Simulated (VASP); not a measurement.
Input:

```
BaTiO3
1.0
    4.02322     0.00000     0.00000
    0.00000     4.02322     0.00000
    0.00000     0.00000     4.02322
Ba Ti O
1 1 3
Direct
  0.00000   0.00000   0.00000
  0.50000   0.50000   0.50000
  0.50000   0.00000   0.50000
  0.00000   0.50000   0.50000
  0.50000   0.50000   0.00000
```

Calculation: PBEsol GGA, VASP's PBE PAW potentials (set 64) (plane waves; VASP). Numerical set-up: 520 eV cut-off, 6×6×6 Γ-centred mesh, Gaussian smearing of 0.050 eV, potentials Ba_sv Ti_sv O.

### Question
Give the stress tensor in GPa (positive for a compressed cell).

### Answer

```
-4.88   0.00   0.00
 0.00  -4.88   0.00
 0.00   0.00  -4.88
```
The pressure is its mean diagonal, -4.88 GPa.

The compound is BaTiO3 in the cubic perovskite structure, the ideal cubic form; the compound distorts at low or room temperature. This cell is one point of a volume scan, at 1.03 of the reference volume.
